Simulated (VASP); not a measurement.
The input files of a VASP run:

### INCAR
```
EDIFF = 1E-6
NSW = 40   ! most ionic steps
ENCUT = 500
SYSTEM = WSi2
LCHARG = .FALSE.
ISMEAR = 1
IBRION = 2   ! conjugate gradients
SIGMA = 0.1   ! width (eV)
ISIF = 3
LASPH = .TRUE.   ! aspherical one-centre terms
PSTRESS = 450   ! kbar
EDIFFG = -0.02   ! ionic stop
NELM = 100
LMAXMIX = 6   ! l cut-off of mixed one-centre charges
PREC = Accurate
ALGO = Normal   ! blocked Davidson
GGA = PS   ! PBEsol
LREAL = .FALSE.   ! projection in real space or not
LWAVE = .FALSE.
```

File POSCAR:
```
WSi2
1
   -1.5437635216     1.5437635216     3.7975698641
    1.5437635216    -1.5437635216     3.7975698641
    1.5437635216     1.5437635216    -3.7975698641
Si W
2 1
Direct
  0.6669692466   0.6669692466   0.0000000000
  0.3330307534   0.3330307534   0.0000000000
  0.0000000000   0.0000000000   0.0000000000
```

**KPOINTS**
```
Automatic mesh
0
Gamma
14 14 14
0 0 0
```

POTCAR, in this order: Si W_sv (PBE.64 set). Program: vasp_std.

**Question.** Translate this PBEsol calculation to Ansatz.

**Answer.** One equivalent input (not run):
Ansatz 0.2 input:
```yaml
crystal:
  lattice:
    - [-1.5437635, 1.5437635, 3.7975699]
    - [1.5437635, -1.5437635, 3.7975699]
    - [1.5437635, 1.5437635, -3.7975699]
  atoms:
    - { symbol: Si, position: [0.6669692, 0.6669692, 0.0000000] }
    - { symbol: Si, position: [0.3330308, 0.3330308, 0.0000000] }
    - { symbol: W, position: [0.0000000, 0.0000000, 0.0000000] }
kpoints:
  mp_grid: { grid: [14, 14, 14] }
hamiltonian:
  xc: pbesol
  pseudopotentials: { kind: paw }
scf:
  occupations: { method: methfessel_paxton, width: 0.1 }
  max_iter: 100
relax:
  max_steps: 40
  f_tol: 0.02
  cell: { p_target: 45 }
output: { forces: true, stress: true, eigenvalues: true }
```
The two are equivalent in intent, not identical: each code has its own PAW files, so the cut-off isn't converted (ENCUT is set for VASP's; basis.ecutwfc is left out, and Ansatz then takes the one that its files recommend); Ansatz stops its SCF on the density residual and VASP on the energy change (EDIFF).

The compound is WSi2 in the MoSi2 type structure. This run relaxes it under an external pressure of 45 GPa. Symmetry was kept, so distortions that lower it aren't found.
